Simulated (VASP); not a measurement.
Consider the following.

```xyz
2
Lattice="0.0000 2.5184 2.5184 2.5184 0.0000 2.5184 2.5184 2.5184 0.0000" Properties=species:S:1:pos:R:3 pbc="T T T"
Eu     0.0000     0.0000     0.0000
O      2.5184     2.5184     2.5184
```

These are RPBE GGA, VASP's PBE PAW potentials (set 64) (plane waves; VASP 6.6.1) values and carry that method's errors. Numerical set-up: 520 eV cut-off, Gaussian smearing of 0.050 eV, potentials Eu_2 O.

The 4f electrons are frozen in the core of the lanthanide potential, so 4f levels, which can set the real gap, and their magnetism are missing.

### Question
Give the energies of bands 5 to 10 at the high-symmetry points, in eV from the valence-band maximum.

### Answer

| band | Γ | X | U | L | W |
|---|---|---|---|---|---|
| 5 | -0.02 | -0.16 | -1.02 | -2.42 | -1.33 |
| 6 | -0.02 | 0.00 | -0.65 | -1.40 | -0.28 |
| 7 | -0.02 | 0.00 | -0.28 | -1.40 | -0.28 |
| 8 | 4.36 | 2.91 | 4.62 | 6.66 | 6.01 |
| 9 | 6.04 | 8.11 | 8.21 | 9.04 | 6.01 |
| 10 | 6.04 | 10.53 | 9.17 | 9.04 | 8.98 |

The gap is direct, 2.91 eV, from the valence maximum at X to the conduction minimum at X.

The compound is EuO in the rock salt structure. It was relaxed first, which changed the volume by -6 %.
